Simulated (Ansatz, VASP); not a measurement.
# SnSe2 in two plane-wave programs, part 2 of 2

Aim: how closely do two programs agree when they are given the same cell, functional and k mesh? The cell is taken from a series of runs on this material, whose earlier steps may have relaxed, scaled, displaced or heated it; both programs get it as it stands.

VASP 6.6.1 and Ansatz 0.2.0.

So far. Step 2 (VASP: single point, HSE06): The k-mesh is coarse for exact exchange; levels may shift by about 0.1 eV on a finer one.

## 3. Ansatz: single point, HSE06

Level of this step: Ansatz beside VASP: Kohn-Sham DFT, plane waves, HSE06 (Ansatz).

Ansatz runs on its PAW soft_1 files.

The same cell, functional and mesh now go to Ansatz, which takes its cutoff from its data sets.

input.yaml

```yaml
crystal:
  lattice:
    - [3.811, 0.0, 0.0]
    - [-1.9055, 3.3004228138, 0.0]
    - [0.0, 0.0, 6.136]
  atoms:
    - { symbol: Sn, position: [0.0, 0.0, 0.0] }
    - { symbol: Se, position: [0.3333333333, 0.6666666667, 0.2614399677] }
    - { symbol: Se, position: [0.6666666667, 0.3333333333, 0.7385600323] }
kpoints:
  mp_grid: { grid: [6, 6, 2] }
  band_path:
    path:
      - [0.0, 0.0, 0.0]
      - [0.5, 0.0, 0.0]
      - [0.33333333, 0.33333333, 0.0]
      - [0.0, 0.0, 0.5]
      - [0.5, 0.0, 0.5]
      - [0.33333333, 0.33333333, 0.5]
      - [0.0833333333, 0.0833333333, 0.0]
      - [0.5, 0.0, 0.35]
    npoints: 1
hamiltonian:
  xc: hse06
  pseudopotentials: { kind: paw, azcp: { folder: soft_1 } }
scf:
  occupations: { method: fixed }
  n_extra_bands: 5
output:
  eigenvalues: true
```

Run with:

```
ansatz run input.yaml --threads 3 --pin off --max-ram 92160MiB --backend cuda --events-out ev --progress --plain --runs-dir out --devices 1 --max-vram 13GiB
```

Numbers of over 12 decimals in the logs are rounded to 6 here.

Log:

```text
scf.n_extra_bands = 5 over 23 filled bands (N_el = 46.0): the run solves 28 bands
GPUs: using 1 of 1 available (devices: 1).
Engine: ansatz 0.2.0, x86_64-unknown-linux-gnu
Pseudopotentials: kind: paw
Pseudopotential: Sn, paw, valence charge 14, recommended cutoff 420 eV (normal), soft_1/Sn.paw.azcp
Pseudopotential: Se, paw, valence charge 16, recommended cutoff 420 eV (normal), soft_1/Se.paw.azcp
Functional definition: HSE06
  parameter a = 0.25
  parameter omega = 0.11/bohr
  exchange = pbe_x - a*pbe_x_sr(omega) + a*exact_x_sr(omega)
  correlation = pbe_c
davidson cushion auto → on  (no smearing: the cushion is to keep the highest requested band from converging to the state above it; pin scf.eigensolver.cushion to override)
device memory: the entry about to start is reckoned to put 0.7 GiB on a device that reports 54.4 GiB free (of which the cap on the GPU budget leaves the run 13.0 GiB)
GPU FFT provider: cuFFT
GPU libraries: cuBLAS 13.8.2, cuFFT 12.4.0, cuSOLVER 12.3.4
Crystal: 3 atoms, lattice volume = 77.178 Å³
Basis set: ecut = 420 eV, 1485 PW (Γ)
Bands: 28, of which v1, the nominal top of the filled ones, is band 23 counted from 1 (22 counted from 0)
Symmetry: 12 space group operations
Space group: P-3m1 (ITA 164), of the structure as read, at distance tolerance 4.3e-5 Å
k-points: 14 of 72
Non-local potential: Sn, projectors of the file, l = 0: 2, l = 1: 2, l = 2: 2, l = 3: 1
Non-local potential: Se, projectors of the file, l = 0: 2, l = 1: 2, l = 2: 3, l = 3: 1
PAW form: soft (Blöchl's): semilocal exchange-correlation on the pseudo side does not see the compensation charge
PAW frozen core: Sn, regenerated for the run's functional, and the local potential with it (the file was generated under x = pbe(κ = 0.804, μ = 0.219515), c = pbe(β = 0.066725))
PAW frozen core: Se, regenerated for the run's functional, and the local potential with it (the file was generated under x = pbe(κ = 0.804, μ = 0.219515), c = pbe(β = 0.066725))
PAW one-centre angular grid: Sn, 590 points (default); XC on 64 Gauss nodes
PAW one-centre angular grid: Se, 590 points (default); XC on 64 Gauss nodes
Initial density: superposition of atomic densities (chi_scale 0.1, normalization cell, long waves kept (reshape's long-wave potential 0.10 eV rms))
Initial wavefunctions: pseudopotential atomic-orbital guess
GPU buffer pool allocated for 32805 grid points (all kernels)
GPU transforms: local potential and band sums: pruned to the plane-wave sphere, on 25×25×45
Functional: x = pbe(κ = 0.804, μ = 0.219515), c = pbe(β = 0.066725), warm-up for x = pbe(κ = 0.804, μ = 0.219515) + 0.25 (exact − pbe) at short range (hse, ω = 0.207870 Å⁻¹), c = pbe(β = 0.066725); HSE06 as pw.x's `hse` composes it (authors' and Libxc's form: `xc: wpbeh`)
SCF iter   1: F=—  HF=-16963.762187 eV  |F-HF|=—  |Δ(HF+E_count)|=         —  Δρ=3.28e-2  dr2=1.63e0  ethr=1.00e-1  ⟨swp⟩=6.9  Hψ=1120  notcnv=0
preconditioner: auto → none  [insulator: Δε(μ)=0.615 eV  Ē_g=9.795 eV  n_scr=22 (ndim 8)  ℏωp=16.9 eV  f_vac=0.027]
SCF iter   2: F=—  HF=-16963.660933 eV  |F-HF|=—  |Δ(HF+E_count)|=   1.01e-1  Δρ=1.97e-2  dr2=9.60e-1  ethr=3.55e-3  ⟨swp⟩=4.4  Hψ=1123  notcnv=0
iter 3 solved again at ethr=1.15e-4 eV; its pass at ethr=2.09e-3 eV (dr2=5.31e-2 eV) is discarded
SCF iter   3: F=—  HF=-16963.436262 eV  |F-HF|=—  |Δ(HF+E_count)|=   2.25e-1  Δρ=1.04e-2  dr2=5.29e-2  ethr=1.15e-4  ⟨swp⟩=2.7  Hψ=1858  notcnv=0
SCF iter   4: F=—  HF=-16963.429476 eV  |F-HF|=—  |Δ(HF+E_count)|=   6.79e-3  Δρ=1.49e-3  dr2=1.01e-3  ethr=1.15e-4  ⟨swp⟩=3.0  Hψ=906  notcnv=0
SCF iter   5: F=—  HF=-16963.429376 eV  |F-HF|=—  |Δ(HF+E_count)|=   9.98e-5  Δρ=5.45e-4  dr2=9.90e-5  ethr=2.19e-6  ⟨swp⟩=4.1  Hψ=1413  notcnv=0
SCF iter   6: F=-16963.429377 eV  HF=-16963.429383 eV  |F-HF|=6.34e-6  |Δ(HF+E_count)|=   7.19e-6  Δρ=1.56e-4  dr2=1.05e-5  ethr=2.15e-7  ⟨swp⟩=3.0  Hψ=1081  notcnv=0
SCF 1 stopped early in 6 iterations: F = -16963.429377 eV  dr2 = 1.05e-5
  greatest PAW one-centre occupation: 1.000 electrons in one spin orbital (limit 2), on the Se atom at site 1 (counted from 0), in its partial waves of l = 2
device memory: the entry about to start is reckoned to put 1.4 GiB on a device that reports 52.0 GiB free (of which the cap on the GPU budget leaves the run 13.0 GiB)
GPU FFT provider: cuFFT
GPU libraries: cuBLAS 13.8.2, cuFFT 12.4.0, cuSOLVER 12.3.4
Initial density: handed on by an earlier stage of this run
Initial wavefunctions: those handed on with the density
GPU buffer pool allocated for 32805 grid points (all kernels)
GPU transforms: local potential and band sums: pruned to the plane-wave sphere, on 25×25×45
Functional: x = pbe(κ = 0.804, μ = 0.219515) + 0.25 (exact − pbe) at short range (hse, ω = 0.207870 Å⁻¹), c = pbe(β = 0.066725); HSE06 as pw.x's `hse` composes it (authors' and Libxc's form: `xc: wpbeh`)
Exchange kernel: α = 0.2500, screened, ω = 0.2079 Å⁻¹, Wigner–Seitz truncation, v(0) = 1025.4449 eV·Å³, q-mesh 6×6×2, nearest image of the exchange supercell L = 12.27 Å, pair-density grid 18×18×25, without the augmentation charges, whose exchange is taken in its separable form by FFT convolution over the k-point mesh (sized by the pseudopotential files, 24×24×45 at the most), smooth part of the exact exchange by density-matrix convolution in up to 2.48 GiB of GPU memory as planned if the GPU has room (build and FFT work areas not counted)
Frozen-core exchange: fock
SCF iter   1: F=—  HF=-16970.551291 eV  |F-HF|=—  |Δ(HF+E_count)|=         —  Δρ=5.20e-3  dr2=2.31e-2  ethr=2.29e-7  ⟨swp⟩=8.0  Hψ=2206  notcnv=0
preconditioner: auto → none  [insulator: Δε(μ)=1.292 eV  Ē_g=11.225 eV  n_scr=22 (ndim 8)  ℏωp=16.9 eV  f_vac=0.054]
SCF iter   2: F=—  HF=-16970.538040 eV  |F-HF|=—  |Δ(HF+E_count)|=   1.33e-2  Δρ=1.96e-3  dr2=2.90e-3  ethr=2.29e-7  ⟨swp⟩=5.1  Hψ=1646  notcnv=0
SCF iter   3: F=—  HF=-16970.549713 eV  |F-HF|=—  |Δ(HF+E_count)|=   1.17e-2  Δρ=1.22e-3  dr2=7.02e-4  ethr=2.29e-7  ⟨swp⟩=4.5  Hψ=1663  notcnv=0
SCF iter   4: F=—  HF=-16970.549511 eV  |F-HF|=—  |Δ(HF+E_count)|=   2.01e-4  Δρ=2.93e-4  dr2=5.35e-5  ethr=2.29e-7  ⟨swp⟩=3.9  Hψ=1289  notcnv=0
SCF iter   5: F=—  HF=-16970.549719 eV  |F-HF|=—  |Δ(HF+E_count)|=   2.08e-4  Δρ=1.16e-4  dr2=1.36e-5  ethr=5.82e-8  ⟨swp⟩=4.0  Hψ=1150  notcnv=0
SCF iter   6: F=-16970.549715 eV  HF=-16970.549716 eV  |F-HF|=4.18e-7  |Δ(HF+E_count)|=   3.50e-6  Δρ=1.90e-5  dr2=1.78e-6  ethr=2.64e-8  ⟨swp⟩=3.1  Hψ=1026  notcnv=0
SCF 2 stopped early in 6 iterations: F = -16970.549715 eV  dr2 = 1.78e-6
hybrid outer 1: dexx = +1.394e-2 eV, tail = 1.55e-4 eV
GPU FFT provider: cuFFT
GPU libraries: cuBLAS 13.8.2, cuFFT 12.4.0, cuSOLVER 12.3.4
GPU buffer pool allocated for 32805 grid points (all kernels)
GPU transforms: local potential and band sums: pruned to the plane-wave sphere, on 25×25×45
Exchange kernel: α = 0.2500, screened, ω = 0.2079 Å⁻¹, Wigner–Seitz truncation, v(0) = 1025.4449 eV·Å³, q-mesh 6×6×2, nearest image of the exchange supercell L = 12.27 Å, pair-density grid 18×18×25, without the augmentation charges, whose exchange is taken in its separable form by FFT convolution over the k-point mesh (sized by the pseudopotential files, 24×24×45 at the most), smooth part of the exact exchange by density-matrix convolution in up to 2.48 GiB of GPU memory as planned if the GPU has room (build and FFT work areas not counted)
Frozen-core exchange: fock
SCF iter   1: F=—  HF=-16970.549778 eV  |F-HF|=—  |Δ(HF+E_count)|=         —  Δρ=5.70e-5  dr2=2.28e-6  ethr=1.69e-6  ⟨swp⟩=2.2  Hψ=872  notcnv=0
preconditioner: auto → none  [insulator: Δε(μ)=1.311 eV  Ē_g=11.221 eV  n_scr=22 (ndim 8)  ℏωp=16.9 eV  f_vac=0.056]
SCF iter   2: F=—  HF=-16970.549779 eV  |F-HF|=—  |Δ(HF+E_count)|=   1.69e-6  Δρ=3.24e-5  dr2=5.59e-7  ethr=4.62e-9  ⟨swp⟩=4.1  Hψ=1514  notcnv=0
SCF iter   3: F=—  HF=-16970.549779 eV  |F-HF|=—  |Δ(HF+E_count)|=   6.23e-8  Δρ=1.04e-5  dr2=1.88e-7  ethr=8.87e-10  ⟨swp⟩=3.0  Hψ=1031  notcnv=0
SCF iter   4: F=-16970.549780 eV  HF=-16970.549780 eV  |F-HF|=2.33e-8  |Δ(HF+E_count)|=   7.95e-7  Δρ=4.82e-6  dr2=1.75e-8  ethr=1.62e-10  ⟨swp⟩=4.2  Hψ=1345  notcnv=0
SCF 3 converged in 4 iterations: F = -16970.549780 eV  dr2 = 1.75e-8
  greatest PAW one-centre occupation: 1.000 electrons in one spin orbital (limit 2), on the Se atom at site 2 (counted from 0), in its partial waves of l = 2
hybrid outer 2: dexx = +1.050e-6 eV, tail = 1.36e-7 eV, Δε = 1.76e-3 eV (about 1.16e-4 eV left of the loop's levels)
device memory: the entry about to start is reckoned to put 0.4 GiB on a device that reports 44.7 GiB free (of which the cap on the GPU budget leaves the run 13.0 GiB)
NSCF: frozen V_eff on 8 k-points
hybrid SCF converged: 2 outer / 10 inner (+6 warm-up), last move |dexx| = 1.05e-6 eV, tail = 1.36e-7 eV
Stability not checked: this state was not tested for a lower state beside it, because the functional holds exact exchange (a hybrid, or Hartree-Fock), whose exchange loop this test does not read (fock_operator; see scf.lower_state_search)
Free energy (F): -16970.549780 eV
Frozen-core exchange: fock
Harris-Foulkes:  -16970.549780 eV  (|F-HF|=2.33e-8)
Internal energy: -16970.549780 eV  (E = F + TS)
E sigma→0 (E₀):  -16970.549780 eV
Fermi energy:    7.388525 eV
--- Per-component energies (eV) ---
  E_band       = -993.619841
  E_kinetic    = 387.855761
  E_local      = -6539.765610  (includes V_loc(G=0)·N_el)
  E_nonlocal   = -569.058954
  E_hartree    = 3406.996978
  E_xc         = -238.119689
  E_vxc        = -209.339611  (∫ρ·V_xc dr)
  E_exx        = -172.927367  (= α·E_x^exact, valence–valence)
  E_paw        = -8519.459068  (= ΣΔE_a)
  E_vpaw       = -531.450836  (= ΣTr[D̂ρ^β])
  E_aug_tail   = -0.000475  (compensation charges beyond the density's cutoff)
  E_ewald      = -4724.188291
  E_core_change = -1.883066  (= ΣΔE_core)
  E_smearing   = -0.000000  (= −TS)
  E_closure    = 0.000000  (closes the sum)
  Σ components = -16970.549780   (vs F -16970.549780, Δ=0.00e0)
--- Band table (eV; the first three rows and the last of 14) ---
  k-point 0: bands = [... 19 lower, 6.8409, 7.0935, 7.0935, 7.2534, 9.1234, 11.3704, 13.0185, 13.0185, ... 1 higher]
  k-point 1: bands = [... 19 lower, 6.6881, 6.6881, 7.3229, 7.3229, 10.7987, 11.2528, 12.6627, 12.6627, ... 1 higher]
  k-point 2: bands = [... 19 lower, 5.7916, 5.9596, 7.3275, 7.3885, 10.3790, 11.9961, 13.0785, 13.4151, ... 1 higher]
  k-point 13: bands = [... 19 lower, 2.8700, 3.3729, 6.9847, 6.9847, 10.4904, 12.5809, 12.5809, 14.2410, ... 1 higher]
```

The column dr2 measures how far the density is from self-consistency, as an energy; F and HF (Harris–Foulkes) agree once it is small.

## 4. Differences

Known differences besides the potentials themselves: exact exchange at q = 0 is treated differently, which shows on coarse meshes; VASP keeps PBE cores, Ansatz makes them for the functional; fixed occupations in Ansatz, narrow Gaussian smearing in VASP; the data sets hold 46 valence electrons in Ansatz (on its PAW soft_1 files) and 26 in VASP; the cutoff is 420 eV in Ansatz and 400 eV in VASP; VASP takes a coarser grid for exact exchange (PRECFOCK = Fast). Total energies have different zeros and are not compared.

The two programs side by side:

```tsv
quantity	Ansatz	VASP	difference
gap on the k mesh (eV)	1.311	1.321	-0.011
```

A gap on the mesh is an upper bound, since the band edges may lie between its points.

## 5. Outcome

* difference in gap on the k mesh (single point, HSE06): -0.011 eV

The difference in gap on the k mesh is -0.011 eV (single point, HSE06), within the 0.08 eV picked in this series as the mark of a large difference. The data sets hold unlike numbers of valence electrons (46 in Ansatz and 26 in VASP), so part of the differences comes from the potentials. How closely two codes agree says nothing of how well the functional describes the real material.

[Lines on the potential files, build, host, timing and source positions are cut from VASP's logs without a mark.]

[Logs are printed without paths, hosts, clocks, repeated set-up lines and the standing remarks that a program may print on its own settings, such as how far it seeks lower states.]

[Hosts, paths, dates, database ids (printed as entryN), source tags and the programs' standing remarks are cut or masked in the printed files.]
